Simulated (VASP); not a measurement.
```yaml
crystal:
  lattice:
    - [-2.68975, 2.68975, 2.68975]
    - [2.68975, -2.68975, 2.68975]
    - [2.68975, 2.68975, -2.68975]
  atoms:
    - { symbol: Rb, position: [0.00000, 0.00000, 0.00000] }
```

Calculation: LDA (Ceperley-Alder, Perdew-Zunger), VASP's LDA PAW potentials (set 64) (plane waves; VASP). Settings: 520 eV cut-off, 10×10×10 Γ-centred mesh, first-order Methfessel-Paxton smearing of 0.10 eV, potentials Rb_sv.

Question: What does the run give for the energy per atom (σ→0), band gap (on the k-mesh) with the smallest direct gap where there is one?

Answer: 
| Property | Value |
|---|---|
| band gap (on the k-mesh) | none (metal, semimetal or under 0.01 eV) |
| energy per atom (σ→0) | -1.055 eV/atom |

The absolute energy has meaning only against runs of the same code, potentials and settings.

The compound is Rb in the bcc structure. It was relaxed first, which changed the volume by -14 %.
